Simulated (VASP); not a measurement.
Data:

```xyz
2
Lattice="3.4061 0.0000 0.0000 -1.7030 2.9498 0.0000 0.0000 0.0000 3.0941" Properties=species:S:1:pos:R:3 pbc="T T T"
Sr     0.0000     0.0000     0.0000
O      1.7030     0.9833     1.5471
```

These are r2SCAN meta-GGA, VASP's PBE PAW potentials (set 64) (plane waves; VASP) values and carry that method's errors. Numerical set-up: 600 eV cut-off, 8×8×8 Γ-centred mesh, Gaussian smearing of 0.050 eV, potentials Sr_sv O.

**Question.** What does the run give for the energy per atom (σ→0), pressure?

**Answer.** 
The energy per atom (σ→0) is -1281.2 kJ/mol-atom and the pressure is 9.83 GPa.

The structure was generated: SrO was put into the WC type (P-6m2), which need not be its known phase. This cell was strained or had an atom moved on purpose.
